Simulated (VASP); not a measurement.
Computed with optB86b-vdW, VASP's PBE PAW potentials (set 64) (plane waves; VASP).

VASP input:

### POSCAR
```
Pt
1.0
  0.0000000000   1.9600000000   1.9600000000
  1.9600000000   0.0000000000   1.9600000000
  1.9600000000   1.9600000000   0.0000000000
Pt
1
Cart
  0.0000000000   0.0000000000   0.0000000000
```

KPOINTS:
```
Automatic mesh
0
Gamma
14 14 14
0 0 0
```

INCAR:
```
SYSTEM = Pt
PREC = Accurate
ENCUT = 520
EDIFF = 1E-6
NELM = 100
ALGO = Normal
LREAL = .FALSE.
LASPH = .TRUE.
ISMEAR = 1
SIGMA = 0.1
GGA = MK
PARAM1 = 0.1234
PARAM2 = 1.0
LUSE_VDW = .TRUE.
AGGAC = 0.0
LMAXMIX = 6
LWAVE = .FALSE.
LCHARG = .FALSE.
IBRION = 2
ISIF = 3
NSW = 60
EDIFFG = -0.01
```

POTCAR, in this order: Pt (PBE.64 set). Program: vasp_std.

The run wrote:

### OUTCAR
```
 ion  position               nearest neighbor table
   1  0.000  0.000  0.000-
  LATTYP: Found a face centered cubic cell.
 ALAT       =     3.9200000000
 Subroutine PRICEL returns:
 Original cell was already a primitive cell.
 Subroutine GETGRP returns: Found 48 space group operations
The static configuration has the point symmetry O_h .
The dynamic configuration has the point symmetry O_h .
 Subroutine INISYM returns: Found 48 space group operations
 Subroutine IBZKPT returns following result:
 Found    104 irreducible k-points:

 Following reciprocal coordinates:
            Coordinates               Weight
  0.000000  0.000000  0.000000      1.000000
  0.071429  0.000000  0.000000      8.000000
  0.142857  0.000000  0.000000      8.000000
  0.214286  0.000000  0.000000      8.000000
  0.285714  0.000000  0.000000      8.000000
  0.357143  0.000000  0.000000      8.000000
  0.428571  0.000000  0.000000      8.000000
  0.500000  0.000000  0.000000      4.000000
  0.071429  0.071429  0.000000      6.000000
  0.142857  0.071429  0.000000     24.000000
...
```

OSZICAR:
```
       N       E                     dE             d eps       ncg     rms          rms(c)
DAV:   1     0.393193887048E+02    0.39319E+02   -0.55175E+03  1984   0.103E+03
DAV:   2    -0.377681163017E+01   -0.43096E+02   -0.40782E+02  1966   0.187E+02
DAV:   3    -0.421034023608E+01   -0.43353E+00   -0.42282E+00  2217   0.188E+01
DAV:   4    -0.421180119095E+01   -0.14610E-02   -0.14607E-02  2157   0.116E+00
DAV:   5    -0.421181013757E+01   -0.89466E-05   -0.89465E-05  2100   0.820E-02    0.129E+01
DAV:   6    -0.387211643214E+01    0.33969E+00   -0.88409E-01  1912   0.857E+00    0.678E+00
DAV:   7    -0.383180779788E+01    0.40309E-01   -0.15307E-01  2009   0.346E+00    0.250E+00
DAV:   8    -0.382807550780E+01    0.37323E-02   -0.49336E-03  2024   0.713E-01    0.455E-01
DAV:   9    -0.382795895328E+01    0.11655E-03   -0.45240E-05  1990   0.734E-02    0.134E-02
DAV:  10    -0.382796404000E+01   -0.50867E-05   -0.23592E-06  2154   0.165E-02    0.173E-03
DAV:  11    -0.382796405959E+01   -0.19587E-07   -0.35919E-08   991   0.198E-03
   1 F= -.38279641E+01 E0= -.38280736E+01  d E =-.382796E+01
       N       E                     dE             d eps       ncg     rms          rms(c)
DAV:   1    -0.437872310126E+01   -0.55076E+00   -0.13573E+01  1897   0.389E+01    0.470E+00
DAV:   2    -0.381299927071E+01    0.56572E+00   -0.19359E+00  1876   0.119E+01    0.251E+00
DAV:   3    -0.378914023832E+01    0.23859E-01   -0.12249E-01  1954   0.282E+00    0.155E+00
DAV:   4    -0.379068357742E+01   -0.15433E-02   -0.38674E-03  2056   0.448E-01    0.327E-01
DAV:   5    -0.379092708172E+01   -0.24350E-03   -0.25648E-04  2419   0.901E-02    0.346E-02
DAV:   6    -0.379095048367E+01   -0.23402E-04   -0.97050E-06  2120   0.201E-02    0.212E-03
DAV:   7    -0.379095044099E+01    0.42683E-07   -0.95520E-08  1004   0.328E-03
   2 F= -.37909504E+01 E0= -.37910787E+01  d E =0.370136E-01
       N       E                     dE             d eps       ncg     rms          rms(c)
DAV:   1    -0.414485491197E+01   -0.35390E+00   -0.72121E+00  1907   0.285E+01    0.406E+00
DAV:   2    -0.384911671030E+01    0.29574E+00   -0.89472E-01  1881   0.837E+00    0.114E+00
DAV:   3    -0.383274165807E+01    0.16375E-01   -0.86270E-02  1939   0.242E+00    0.619E-01
DAV:   4    -0.383383691979E+01   -0.10953E-02   -0.32555E-03  2111   0.428E-01    0.224E-02
DAV:   5    -0.383384309431E+01   -0.61745E-05   -0.23897E-05  2058   0.503E-02    0.110E-02
DAV:   6    -0.383385457627E+01   -0.11482E-04   -0.51346E-06  2132   0.164E-02    0.143E-03
DAV:   7    -0.383385478889E+01   -0.21262E-06   -0.73264E-08  1100   0.264E-03
   3 F= -.38338548E+01 E0= -.38339721E+01  d E =-.589073E-02
       N       E                     dE             d eps       ncg     rms          rms(c)
DAV:   1    -0.383387525199E+01   -0.20676E-04   -0.40970E-04  1909   0.216E-01    0.283E-02
DAV:   2    -0.383385889667E+01    0.16355E-04   -0.50385E-05  1884   0.627E-02    0.110E-02
DAV:   3    -0.383385807745E+01    0.81922E-06   -0.48811E-06  1522   0.183E-02
   4 F= -.38338581E+01 E0= -.38339752E+01  d E =-.589402E-02
```

**OUTCAR**
```
------------------------ aborting loop because EDIFF is reached ----------------------------------------
  FORCE on cell =-STRESS in cart. coord.  units (eV):
  Direction    XX          YY          ZZ          XY          YZ          ZX
  --------------------------------------------------------------------------------------
  Total       -0.0011067     -0.0011067     -0.0011067     -0.0000000     -0.0000000      0.0000000
  in kB       -0.1152770     -0.1152770     -0.1152770     -0.0000000     -0.0000000      0.0000000
  external PRESSURE =      -0.1152770 kB  Pullay stress =       0.0000000 kB
  volume of cell :       15.38
      direct lattice vectors                 reciprocal lattice vectors
     0.000000000  1.973889176  1.973889176    -0.253307028  0.253307028  0.253307028
     1.973889176  0.000000000  1.973889176     0.253307028 -0.253307028  0.253307028
     1.973889176  1.973889176  0.000000000     0.253307028  0.253307028 -0.253307028
 POSITION                                       TOTAL-FORCE (eV/Angst)
 -----------------------------------------------------------------------------------
      0.00000      0.00000      0.00000         0.000000      0.000000      0.000000
 -----------------------------------------------------------------------------------
    total drift:                               -0.000000     -0.000000     -0.000000
  FREE ENERGIE OF THE ION-ELECTRON SYSTEM (eV)
  ---------------------------------------------------
  free  energy   TOTEN  =        -3.8338580775 eV

  energy  without entropy=       -3.8342095335  energy(sigma->0) =       -3.83397523

 reached required accuracy - stopping structural energy minimisation
```
(Selected blocks of OUTCAR.)

### CONTCAR
```
Pt
   1.00000000000000
     0.0000000000000000    1.9738891761415083    1.9738891761415083
     1.9738891761415083    0.0000000000000000    1.9738891761415083
     1.9738891761415083    1.9738891761415083    0.0000000000000000
  Pt
     1
Direct
     0.0000000000000000    0.0000000000000000    0.0000000000000000
```

### OUTCAR
```
 val. band max:       10.7667855121   @ k =   0.5000   0.3571   0.0714

 cond. band min:      10.7890811656   @ k =   0.4286   0.1429   0.0000


 Fermi energy:        10.7744409329

 k-point     1 :       0.0000    0.0000    0.0000
  band No.  band energies     occupation
      1       0.8056      2.00000
      2       7.1228      2.00000
      3       7.1228      2.00000
      4       7.1228      2.00000
      5       9.2119      2.00000
      6       9.2119      2.00000
      7      25.6144      0.00000
      8      30.3847      0.00000
      9      30.3847      0.00000

 k-point     2 :       0.0714    0.0000    0.0000
  band No.  band energies     occupation
      1       1.0066      2.00000
      2       7.0366      2.00000
      3       7.2012      2.00000
      4       7.2012      2.00000
      5       9.1694      2.00000
      6       9.1694      2.00000
      7      25.9200      0.00000
      8      29.3698      0.00000
      9      30.6888      0.00000

 k-point     3 :       0.1429    0.0000    0.0000
  band No.  band energies     occupation
      1       1.5785      2.00000
      2       6.8407      2.00000
      3       7.3838      2.00000
      4       7.3838      2.00000
      5       9.1072      2.00000
      6       9.1072      2.00000
      7      26.6743      0.00000
      8      27.4342      0.00000
      9      31.5508      0.00000

 k-point     4 :       0.2143    0.0000    0.0000
  band No.  band energies     occupation
      1       2.4004      2.00000
      2       6.7237      2.00000
      3       7.5024      2.00000
      4       7.5024      2.00000
      5       9.2159      2.00000
      6       9.2159      2.00000
      7      25.2159      0.00000
      8      27.3126      0.00000
      9      32.7661      0.00000

 k-point     5 :       0.2857    0.0000    0.0000
  band No.  band energies     occupation
      1       3.1812      2.00000
      2       7.0267      2.00000
      3       7.4283      2.00000
...
```

Energy and stress use the plane-wave basis of the starting cell. Unless said otherwise, spin-orbit coupling is left out, though it shifts the bands of the heavy elements here.

The compound is Pt in the fcc structure. This run relaxes it. Symmetry was kept, so distortions that lower it aren't found.
